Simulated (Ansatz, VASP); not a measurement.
# Cross-check of W between VASP and Ansatz

Wanted: the spread between two codes on one cell, functional and k mesh. The cell is taken from a series of runs on this material, whose earlier steps may have relaxed, scaled, displaced or heated it; both programs get it as it stands.

Method: plane waves, with VASP 6.6.1 beside it; relaxation of cell and atoms at r2SCAN, in Ansatz 0.2.0.

### Step 1. The starting structure

Symmetry: Im-3m, No. 229, cubic system. Conventional cell: a = 3.165 Å, b = 3.165 Å, c = 3.165 Å, α = 90.00°, β = 90.00°, γ = 90.00°. Nearest to W lie 8 W at 2.74 Å.

Structure file:

```cif
data_structure
_symmetry_space_group_name_H-M 'P 1'
_symmetry_Int_Tables_number 1
_cell_length_a 2.7410
_cell_length_b 2.7410
_cell_length_c 2.7410
_cell_angle_alpha 109.471
_cell_angle_beta 109.471
_cell_angle_gamma 109.471
_cell_volume 15.85
loop_
_atom_site_label
_atom_site_type_symbol
_atom_site_fract_x
_atom_site_fract_y
_atom_site_fract_z
_atom_site_occupancy
W1 W 0.00000 0.00000 0.00000 1
```

### Step 2. VASP: relaxation of cell and atoms, r2SCAN

The relaxed volume is the usual yardstick between codes: in a stiff, nearly cubic crystal its relative difference is about their pressure difference at one cell divided by the bulk modulus.

Lines of VASP's logs that name or quote its potential files are left out, and so is its time.

The input, INCAR:

```
SYSTEM = W
PREC = Accurate
ENCUT = 660
EDIFF = 1E-07
NELM = 120
ISMEAR = -1
SIGMA = 0.05
LREAL = .FALSE.
ALGO = Normal
METAGGA = R2SCAN
LASPH = .TRUE.
NBANDS = 9
LORBIT = 11
LWAVE = .FALSE.
LCHARG = .FALSE.
ISIF = 3
IBRION = 2
NSW = 80
EDIFFG = -0.005
GGA_COMPAT = .FALSE.
NELMIN = 4
LMIXTAU = .TRUE.
```

The input, POSCAR:

```
W
1.0
   -1.5825000000      1.5825000000      1.5825000000
    1.5825000000     -1.5825000000      1.5825000000
    1.5825000000      1.5825000000     -1.5825000000
W
1
Direct
    0.0000000000      0.0000000000      0.0000000000
```

The input, KPOINTS:

```
Automatic mesh
0
Gamma
19 19 19
0 0 0
```

Potentials, in the order of the species: W (PBE family, release 64).

Started as:

```
$ mpirun -np 1 vasp_std
```

Numbers of over 12 decimals in the logs are rounded to 6 here.

Output:

```text
[banner, memory and clock lines left out]
running    1 mpi-ranks, on    1 nodes
 distrk:  each k-point on    1 cores,    1 groups
 distr:  one band on    1 cores,    1 groups

 POSCAR found type information on POSCAR W
 POSCAR found :  1 types and       1 ions
|                                                                             |
|               ----> ADVICE to this user running VASP <----                  |
|                                                                             |
|     You enforced a specific xc type in the INCAR file but a different       |
|     [... a line on the potential file left out ...]
|     I HOPE YOU KNOW WHAT YOU ARE DOING!                                     |
|                                                                             |

 LDA part: xc-table for (None), standard interpolation
 POSCAR, INCAR and KPOINTS ok, starting setup
 FFT: planning ... GRIDC
 FFT: planning ... GRID_SOFT
 FFT: planning ... GRID
 WAVECAR not read
 entering main loop
       N       E                     dE             d eps       ncg     rms          rms(c)
DAV:   1    -0.227161770389E+02   -0.22716E+02   -0.35951E+03  3960   0.742E+02
DAV:   2    -0.508235627229E+02   -0.28107E+02   -0.27145E+02  4720   0.154E+02
DAV:   3    -0.514603607821E+02   -0.63680E+00   -0.63283E+00  4591   0.188E+01
DAV:   4    -0.514624883494E+02   -0.21276E-02   -0.21273E-02  4558   0.124E+00
DAV:   5    -0.514624939170E+02   -0.55676E-05   -0.55684E-05  4541   0.560E-02    0.176E+01
DAV:   6    -0.512796810634E+02    0.18281E+00   -0.21412E-01  4625   0.296E+00    0.103E+01
DAV:   7    -0.513081421854E+02   -0.28461E-01   -0.64739E-01  4250   0.635E+00    0.224E+00
DAV:   8    -0.514641770856E+02   -0.15603E+00   -0.18436E-01  4017   0.330E+00    0.328E-01
DAV:   9    -0.514550880217E+02    0.90891E-02   -0.11430E-02  5154   0.838E-01    0.107E+00
DAV:  10    -0.514760066962E+02   -0.20919E-01   -0.17931E-02  4099   0.930E-01    0.290E-02
DAV:  11    -0.514760573597E+02   -0.50664E-04   -0.72426E-04  4614   0.244E-01    0.231E-02
DAV:  12    -0.514767461991E+02   -0.68884E-03   -0.97027E-05  4173   0.762E-02    0.379E-02
DAV:  13    -0.514768532302E+02   -0.10703E-03   -0.64876E-05  4384   0.659E-02    0.120E-02
DAV:  14    -0.514768618476E+02   -0.86174E-05   -0.38188E-06  4598   0.172E-02    0.294E-03
DAV:  15    -0.514768636671E+02   -0.18195E-05   -0.45068E-07  4499   0.493E-03    0.643E-04
DAV:  16    -0.514768632183E+02    0.44881E-06   -0.49452E-08  2065   0.220E-03    0.147E-03
DAV:  17    -0.514768634885E+02   -0.27017E-06   -0.14615E-08  2023   0.119E-03    0.677E-04
DAV:  18    -0.514768634545E+02    0.34002E-07   -0.92702E-10  2013   0.288E-04
   1 F= -.51476863E+02 E0= -.51475389E+02  d E =-.514769E+02
 curvature:   0.00 expect dE= 0.000E+00 dE for cont linesearch  0.000E+00
 trial: gam= 0.00000 g(F)=  0.126E-65 g(S)=  0.110E-01 ort = 0.000E+00 (trialstep = 0.100E+01)
 search vector abs. value=  0.110E-01
 bond charge predicted
       N       E                     dE             d eps       ncg     rms          rms(c)
DAV:   1    -0.514651477074E+02    0.11716E-01   -0.52228E-01  3979   0.555E+00    0.210E+00
DAV:   2    -0.514629751425E+02    0.21726E-02   -0.53683E-03  4767   0.563E-01    0.107E+00
DAV:   3    -0.514597281432E+02    0.32470E-02   -0.60319E-03  4000   0.558E-01    0.265E-02
DAV:   4    -0.514615674165E+02   -0.18393E-02   -0.39044E-04  4046   0.183E-01    0.295E-02
DAV:   5    -0.514615515292E+02    0.15887E-04   -0.16651E-06  5339   0.106E-02    0.257E-02
DAV:   6    -0.514618460819E+02   -0.29455E-03   -0.15720E-04  4241   0.796E-02    0.201E-02
DAV:   7    -0.514618538495E+02   -0.77676E-05   -0.27337E-06  5075   0.178E-02    0.134E-02
DAV:   8    -0.514618483440E+02    0.55055E-05   -0.59290E-07  4038   0.911E-03    0.206E-03
DAV:   9    -0.514618530718E+02   -0.47278E-05   -0.95551E-07  4000   0.106E-02    0.691E-04
DAV:  10    -0.514618530538E+02    0.17992E-07   -0.11343E-08  2069   0.853E-04
   2 F= -.51461853E+02 E0= -.51460535E+02  d E =0.150104E-01
 trial-energy change:    0.015010  1 .order    0.015414   -0.011016    0.041843
 step:   0.2162(harm=  0.2084)  dis= 0.00000  next Energy=   -51.478058 (dE=-0.119E-02)
 bond charge predicted
       N       E                     dE             d eps       ncg     rms          rms(c)
DAV:   1    -0.514797979302E+02   -0.17945E-01   -0.31267E-01  3997   0.419E+00    0.166E+00
DAV:   2    -0.514788908225E+02    0.90711E-03   -0.37715E-03  4757   0.481E-01    0.835E-01
DAV:   3    -0.514764537000E+02    0.24371E-02   -0.36984E-03  4000   0.439E-01    0.236E-02
DAV:   4    -0.514778662209E+02   -0.14125E-02   -0.24737E-04  4034   0.144E-01    0.266E-02
DAV:   5    -0.514778778651E+02   -0.11644E-04   -0.11350E-06  5028   0.101E-02    0.299E-02
DAV:   6    -0.514780784126E+02   -0.20055E-03   -0.16859E-04  4267   0.892E-02    0.190E-02
DAV:   7    -0.514780841937E+02   -0.57811E-05   -0.27367E-06  4207   0.144E-02    0.108E-02
DAV:   8    -0.514780852608E+02   -0.10671E-05   -0.11159E-07  4534   0.272E-03    0.263E-03
DAV:   9    -0.514780851421E+02    0.11874E-06   -0.11550E-07  3942   0.295E-03    0.375E-03
DAV:  10    -0.514780853006E+02   -0.15849E-06   -0.61260E-09  2003   0.776E-04    0.203E-03
DAV:  11    -0.514780851245E+02    0.17614E-06   -0.71446E-09  1997   0.812E-04    0.924E-04
DAV:  12    -0.514780851386E+02   -0.14101E-07   -0.48011E-10  1995   0.222E-04
   3 F= -.51478085E+02 E0= -.51476618E+02  d E =-.122168E-02
 curvature:  -0.10 expect dE=-0.166E-07 dE for cont linesearch -0.166E-07
 trial: gam=-0.00379 g(F)=  0.220E-64 g(S)=  0.160E-06 ort = 0.419E-04 (trialstep = 0.843E+00)
 search vector abs. value=  0.102E-09
 reached required accuracy - stopping structural energy minimisation
```

From OUTCAR (step 2):

```text
ion  position               nearest neighbor table
   1  0.000  0.000  0.000-

  LATTYP: Found a body centered cubic cell.
 ALAT       =     3.1650000000

 Subroutine GETGRP returns: Found 48 space group operations
 (whereof 48 operations were pure point group operations)

The static configuration has the point symmetry O_h .

 Found    220 irreducible k-points:

   k-points           NKPTS =    220   k-points in BZ     NKDIM =    220   number of bands    NBANDS=      9

   dimension x,y,z NGX =    24 NGY =   24 NGZ =   24
   dimension x,y,z NGXF=    48 NGYF=   48 NGZF=   48

   ENCUT  =  660.0 eV  48.51 Ry    6.96 a.u.   5.74  5.74  5.74*2*pi/ulx,y,z

   NELECT =       6.0000    total number of electrons

 k-points in reciprocal lattice and weights: Automatic mesh
   0.00000000  0.00000000  0.00000000       0.000
   0.05263158  0.00000000  0.00000000       0.002
   0.10526316  0.00000000  0.00000000       0.002
   0.15789474  0.00000000  0.00000000       0.002
   0.21052632  0.00000000  0.00000000       0.002
   0.26315789  0.00000000  0.00000000       0.002
   0.31578947  0.00000000  0.00000000       0.002
   0.36842105  0.00000000  0.00000000       0.002
   0.42105263  0.00000000  0.00000000       0.002
[...]
-0.47368421 -0.47368421  0.42105263       0.001
  -0.47368421  0.47368421  0.47368421       0.001

 average (electrostatic) potential at core
       1 -43.5261

 E-fermi :   7.7072

 k-point     1 :       0.0000    0.0000    0.0000
  band No.  band energies     occupation
      1      -2.4048      2.00000
      2       6.4148      2.00000
      3       6.4148      2.00000
      4       6.4148      2.00000
      5      10.2763      0.00000
      6      10.2763      0.00000
      7      23.7231      0.00000
      8      23.7231      0.00000
      9      23.7231      0.00000

 k-point     2 :       0.0526    0.0000    0.0000
  band No.  band energies     occupation
      1      -2.2664      2.00000
      2       6.3283      2.00000
      3       6.3960      2.00000
      4       6.5514      2.00000
      5      10.1354      0.00000
      6      10.2769      0.00000
      7      23.8432      0.00000
      8      23.9648      0.00000
      9      24.0635      0.00000

 k-point     3 :       0.1053    0.0000    0.0000
  band No.  band energies     occupation
      1      -1.8635      2.00000
      2       6.0872      2.00000
      3       6.3180      2.00000
      4       6.9573      2.00000
      5       9.8184      0.00000
      6      10.2850      0.00000
      7      24.1464      0.00000
      8      24.6697      0.00000
      9      24.9368      0.00000

  Total       -0.0010505     -0.0010505     -0.0010505      0.0000000     -0.0000000      0.0000000
  in kB       -0.1070912     -0.1070912     -0.1070912      0.0000000     -0.0000000      0.0000000
  external PRESSURE =      -0.1070912 kB  Pullay stress =       0.0000000 kB

  energy-cutoff  :      660.00
  volume of cell :       15.72
      direct lattice vectors                 reciprocal lattice vectors
    -1.577947350  1.577947350  1.577947350     0.000000000  0.316867353  0.316867353
     1.577947350 -1.577947350  1.577947350     0.316867353  0.000000000  0.316867353
     1.577947350  1.577947350 -1.577947350     0.316867353  0.316867353  0.000000000

 POSITION                                       TOTAL-FORCE (eV/Angst)
 -----------------------------------------------------------------------------------
      0.00000      0.00000      0.00000        -0.000000      0.000000     -0.000000
 -----------------------------------------------------------------------------------
    total drift:                               -0.000000      0.000000      0.000000

  FREE ENERGIE OF THE ION-ELECTRON SYSTEM (eV)
  ---------------------------------------------------
  free  energy   TOTEN  =       -51.4780851386 eV

  energy  without entropy=      -51.4751514421  energy(sigma->0) =      -51.47661829

 reached required accuracy - stopping structural energy minimisation

 total charge
# of ion       s       p       d       tot
------------------------------------------
    1        0.658   0.746   4.172   5.576

[... 3 further parts left out ...]
```

### Step 3. Ansatz: relaxation of cell and atoms, r2SCAN

Ansatz runs on its PAW soft_1 files.

The same cell, functional, mesh and smearing now go to Ansatz.

The input, input.yaml:

```yaml
crystal:
  lattice:
    - [-1.5825, 1.5825, 1.5825]
    - [1.5825, -1.5825, 1.5825]
    - [1.5825, 1.5825, -1.5825]
  atoms:
    - { symbol: W, position: [0.0, 0.0, 0.0] }
kpoints:
  mp_grid: { grid: [19, 19, 19] }
scf:
  occupations: { method: fermi_dirac, width: 0.05 }
hamiltonian:
  xc: r2scan
  pseudopotentials: { kind: paw, azcp: { folder: soft_1 } }
basis:
  ecutwfc: 600
output:
  forces: true
  stress: true
relax:
  f_tol: 0.005
  max_steps: 70
  cell: { stress_tol: 0.02, p_target: 0 }
```

Started as:

```
$ ansatz run input.yaml --threads 4 --pin off --max-ram 10240MiB --backend cpu --events-out ev --progress --plain --runs-dir out
```

Output:

```text
Engine: ansatz 0.2.0, x86_64-unknown-linux-gnu
Pseudopotentials: kind: paw
Pseudopotential: W, paw, valence charge 14, recommended cutoff 500 eV (meta_gga), soft_1/W.paw.azcp
Functional definition: r2SCAN
  parameter k0 = 0.174
  parameter k1 = 0.065
  parameter a1 = 4.9479
  exchange = r2scan_x(k0 = k0, k1 = k1, a1 = a1)
  correlation = r2scan_c
Crystal: 1 atoms, lattice volume = 15.852 Å³
Basis set: ecut = 600 eV, 531 PW (Γ), exchange–correlation on 96×96×96 points (64 copies of the dense FFT grid, shifted against one another)
Bands: 11, of which v1, the nominal top of the filled ones, is band 7 counted from 1 (6 counted from 0)
Symmetry: 48 space group operations
Space group: Im-3m (ITA 229), of the structure as read, at distance tolerance 2.5e-5 Å
k-points: 220 of 6859
Non-local potential: W, projectors of the file, l = 0: 3, l = 1: 2, l = 2: 2, l = 3: 1
PAW form: soft (Blöchl's): semilocal exchange-correlation on the pseudo side does not see the compensation charge
PAW frozen core: W, regenerated for the run's functional (the file was generated under x = pbe(κ = 0.804, μ = 0.219515), c = pbe(β = 0.066725))
PAW one-centre angular grid: W, 590 points (default); XC on 160 Gauss nodes
Initial density: superposition of atomic densities (chi_scale 0.1, normalization cell)
Initial wavefunctions: pseudopotential atomic-orbital guess
Functional: x = r2scan, c = r2scan; τ floored in thin density (d = 2e-4 eV/Å³)
SCF iter   1: F=—  HF=-10398.286425 eV  |F-HF|=—  |Δ(HF+E_count)|=         —  Δρ=6.01e-2  dr2=4.67e-1  dr2_τ=2.23e-2  ethr=3.10e-3  ⟨swp⟩=5.1  Hψ=12953  notcnv=0
preconditioner: auto → none  [metal: Δε(μ)=0.091 eV  Ē_g=9.687 eV  σ=0.050 eV  W_gap=0.42  n_scr=0 (ndim 8)  ℏωp=22.8 eV  f_vac=0.000  D(μ)=0.41/eV (n_scr^D=0)]
SCF iter   2: F=—  HF=-10398.243313 eV  |F-HF|=—  |Δ(HF+E_count)|=   4.31e-2  Δρ=2.60e-2  dr2=4.41e-2  dr2_τ=1.51e-2  ethr=3.10e-3  ⟨swp⟩=2.8  Hψ=6177  notcnv=0  defer=9
SCF iter   3: F=—  HF=-10398.259092 eV  |F-HF|=—  |Δ(HF+E_count)|=   1.58e-2  Δρ=8.26e-3  dr2=3.36e-3  dr2_τ=3.57e-4  ethr=3.15e-4  ⟨swp⟩=3.0  Hψ=4493  notcnv=0  defer=9
SCF iter   4: F=—  HF=-10398.261772 eV  |F-HF|=—  |Δ(HF+E_count)|=   2.68e-3  Δρ=3.58e-4  dr2=6.43e-6  dr2_τ=1.15e-6  ethr=2.40e-5  ⟨swp⟩=2.9  Hψ=4568  notcnv=0  defer=9
SCF iter   5: F=—  HF=-10398.261783 eV  |F-HF|=—  |Δ(HF+E_count)|=   1.06e-5  Δρ=2.15e-5  dr2=1.74e-8  dr2_τ=1.17e-8  ethr=7.14e-10  ⟨swp⟩=3.1  Hψ=9540  notcnv=0
SCF iter   6: F=-10398.261783 eV  HF=-10398.261783 eV  |F-HF|=7.82e-11  |Δ(HF+E_count)|=  3.13e-10  Δρ=2.20e-6  dr2=2.44e-10  dr2_τ=4.24e-11  ethr=1.25e-10  ⟨swp⟩=1.1  Hψ=7423  notcnv=0
SCF 1 converged in 6 iterations: F = -10398.261783 eV  dr2 = 2.44e-10
  greatest PAW one-centre occupation: 1.000 electrons in one spin orbital (limit 2), on the W atom at site 0 (counted from 0), in its partial waves of l = 0
relax step   1: F+E_penalty+E_count = -10398.26178275 eV  Δ(F+E_penalty+E_count) = +0.000e0 eV  max|allowed force component| = 0.000e0 eV/Å  Δτ_max = 0.0000 Å  P = +1.281 GPa  Ω = 15.852 Å³  (6 SCF iters, dr2 threshold 1.00e-7 eV, accepted)
[...]
relax step   2: F+E_penalty+E_count = -10398.26004079 eV  Δ(F+E_penalty+E_count) = +1.742e-3 eV  max|allowed force component| = 0.000e0 eV/Å  Δτ_max = 0.0000 Å  P = -3.429 GPa  Ω = 16.093 Å³  energy of the carried Pulay correction = -8.432e-5 eV  (4 SCF iters, dr2 threshold 1.00e-7 eV, rejected (line search))
[...]
relax step   3: F+E_penalty+E_count = -10398.26201402 eV  Δ(F+E_penalty+E_count) = -2.313e-4 eV  max|allowed force component| = 0.000e0 eV/Å  Δτ_max = 0.0000 Å  P = -0.020 GPa  Ω = 15.917 Å³  energy of the carried Pulay correction = -2.288e-5 eV  (8 SCF iters, accepted)
[...]
relax step   4: F+E_penalty+E_count = -10398.26203763 eV  Δ(F+E_penalty+E_count) = -2.360e-5 eV  max|allowed force component| = 0.000e0 eV/Å  Δτ_max = 0.0000 Å  P = -0.020 GPa  Ω = 15.917 Å³  stress off target by 1.97e-2 GPa  SCF on the basis re-selected at this cell (its energy is not comparable with the rows above)  (4 SCF iters)
basis re-selected at this cell: Δ(F+E_penalty+E_count) = -2.360e-5 eV, ΔP = +0.000 GPa vs the last step (what re-selecting the basis moved, of the pressure what is left beyond the Pulay correction that the steps carried, after the strain that the cell walked since its last selection, with what the two solves' SCF thresholds leave and, on support functions, any second-order correction that the steps lacked; it is no measure of the basis error at this ecutwfc). This SCF's stress stands 1.97e-2 GPa from its target on what of the cell is left free (relax.cell.stress_tol is 2.00e-2 GPa) and its largest allowed force component is 0.00e0 eV/Å (relax.f_tol is 5.00e-3 eV/Å): [rest of the remark cut]
SCF converged after 4 iterations
Free energy (F): -10398.262038 eV
Harris-Foulkes:  -10398.262038 eV  (|F-HF|=9.09e-12)
Internal energy: -10398.259009 eV  (E = F + TS)
E sigma→0 (E₀):  -10398.260523 eV
Entropy (-TS):   -0.003029 eV (-3.029 meV/atom)
Fermi energy:    22.121348 eV
--- Per-component energies (eV) ---
  E_band       = -100.105834
  E_kinetic    = 422.104570
  E_local      = -544.895626  (includes V_loc(G=0)·N_el)
  E_nonlocal   = -24.914286
  E_hartree    = 228.614289
  E_xc         = -250.413728
  E_vxc        = -252.773079  (∫ρ·V_xc dr)
  E_paw        = -8607.761511  (= ΣΔE_a)
  E_vpaw       = -170.030821  (= ΣTr[D̂ρ^β])
  E_aug_tail   = 0.000035  (compensation charges beyond the density's cutoff)
  E_vtau       = 13.174781  (kinetic-family band-sum trace: ∫τ·v_τ [+ j·A + Jᵃ·Aᵃ] dr)
  E_ewald      = -1620.404599
  E_core_change = -0.588154  (= ΣΔE_core)
  E_smearing   = -0.003029  (= −TS)
  E_closure    = -0.000000  (closes the sum)
  Σ components = -10398.262038   (vs F -10398.262038, Δ=0.00e0)
--- Forces (eV/Å), atoms counted from 1 ---
  atom   1  W     -0.00000000     0.00000000    -0.00000000
  max |Σ_I F_I| component: 9.50e-33 eV/Å
--- Stress (GPa, compression-positive) ---
       -0.019678      -0.000000      -0.000000
        0.000000      -0.019678       0.000000
       -0.000000      -0.000000      -0.019678
  P = ⅓ Tr σ = -0.0197 GPa (-0.197 kbar)
--- Relaxed structure (3 steps of the walk, 2 accepted, 1 SCFs on fresh bases) ---
  F+E_penalty+E_count = -10398.26203763 eV   max|allowed force component| = 0.000e0 eV/Å   (the final SCF, on the basis selected at the relaxed cell)
  cell:  # Å, volume = 15.9171 Å³
    - [-1.584654, 1.584654, 1.584654]
    - [1.584654, -1.584654, 1.584654]
    - [1.584654, 1.584654, -1.584654]
  atoms:
    - { symbol: W, position: [0.0, 0.0, 0.0] }
```

### Step 4. Differences

Known differences besides the potentials themselves: VASP keeps PBE cores, Ansatz makes them for the functional; the data sets hold 14 valence electrons in Ansatz (on its PAW soft_1 files) and 6 in VASP; the cutoff is 600 eV in Ansatz and 660 eV in VASP; Ansatz adds a Pulay correction to the stress that steers its cell, VASP none. Total energies have different zeros and are not compared.

The two programs side by side:

```
                                         quantity  Ansatz   VASP  difference
                                      volume (Å³)   15.92  15.72     +1.28 %
edge a after relaxation, in the typed setting (Å)   2.745  2.733     +0.42 %
```

### Step 5. What the set-up changes

Further runs change the set-up of one program: Ansatz's method, potentials or start, or VASP's data sets, cutoff or form of LDA. The table gives Ansatz less VASP for each quantity, since a change that brings one quantity closer may part another.

```
                                                run  volume (%)  edge a after relaxation, in the typed setting (%)
                                           as above         1.3                                               0.42
VASP with the data sets W_sv and a cutoff of 550 eV       -0.34                                              -0.11
```

### Step 6. Outcome

```
difference in volume (relaxation of cell and atoms, r2SCAN) : 1.3 %
```

In words: The difference in volume is 1.3 % (relaxation of cell and atoms, r2SCAN), beyond the 1.2 % picked in this series as the mark of a large difference, as far as the stopping tolerances let one tell. The data sets hold unlike numbers of valence electrons (14 in Ansatz and 6 in VASP), so part of the differences comes from the potentials. Relaxation of cell and atoms, r2SCAN, VASP with the data sets W_sv and a cutoff of 550 eV: the difference in volume goes from 1.3 to -0.34 %; the difference in edge a after relaxation, in the typed setting goes from 0.42 to -0.11 %. Such differences can come from data sets, numerical settings and the points named under the comparisons, not from the functional's error against experiment.

[Lines on the potential files, build, host, timing and source positions are cut from VASP's logs without a mark.]

[Logs are printed without paths, hosts, clocks, repeated set-up lines and the standing remarks that a program may print on its own settings, such as how far it seeks lower states.]

[Hosts, paths, dates, database ids (printed as entryN), source tags and the programs' standing remarks are cut or masked in the printed files.]
